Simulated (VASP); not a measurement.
Input for VASP

KPOINTS:
```
Automatic mesh
0
Gamma
12 12 10
0 0 0
```

INCAR:
```
# general
SYSTEM  = CuAu
PREC    = Accurate
ENCUT   = 480
LREAL   = .False.
LASPH   = .True.

# electronic loop
EDIFF   = 1E-7
NELM    = 100
ALGO    = Normal
LMAXMIX = 6

# smearing
ISMEAR  = 1
SIGMA   = 0.1

# functional
GGA     = PE

# ions
IBRION  = 2
NSW     = 40
ISIF    = 3
EDIFFG  = -0.01
PSTRESS = 100

# output
LWAVE   = .False.
LCHARG  = .False.
```

POSCAR:
```
CuAu
1
    2.8379164734     0.0000000000    -0.0000000000
    0.0000000000     2.8379164734    -0.0000000000
   -0.0000000000    -0.0000000000     3.7207261260
Cu Au
1 1
Direct
  0.0000000000   0.0000000000   0.0000000000
  0.5000000000   0.5000000000   0.5000000000
```

POTCAR, in this order: Cu Au (PBE.64 set). Program: vasp_std.

Problem. Write an equivalent input for Ansatz.

Solution. One equivalent input (not run):
Ansatz 0.2 input:
```yaml
crystal:
  lattice:
    - [2.8379165, 0.0000000, 0.0000000]
    - [0.0000000, 2.8379165, 0.0000000]
    - [0.0000000, 0.0000000, 3.7207261]
  atoms:
    - { symbol: Cu, position: [0.0000000, 0.0000000, 0.0000000] }
    - { symbol: Au, position: [0.5000000, 0.5000000, 0.5000000] }
kpoints:
  mp_grid: { grid: [12, 12, 10] }
hamiltonian:
  xc: pbe
  pseudopotentials: { kind: paw }
scf:
  occupations: { method: methfessel_paxton, width: 0.1 }
  max_iter: 100
relax:
  max_steps: 40
  f_tol: 0.01
  cell: { p_target: 10 }
output: { forces: true, stress: true, eigenvalues: true }
```
The two are equivalent in intent, not identical: each code has its own PAW files, so the cut-off isn't converted (ENCUT is set for VASP's; basis.ecutwfc is left out, and Ansatz then takes the one that its files recommend); Ansatz stops its SCF on the density residual and VASP on the energy change (EDIFF).

The compound is CuAu in the L1_0 structure. This run relaxes it under an external pressure of 10 GPa. Symmetry was kept, so distortions that lower it aren't found.
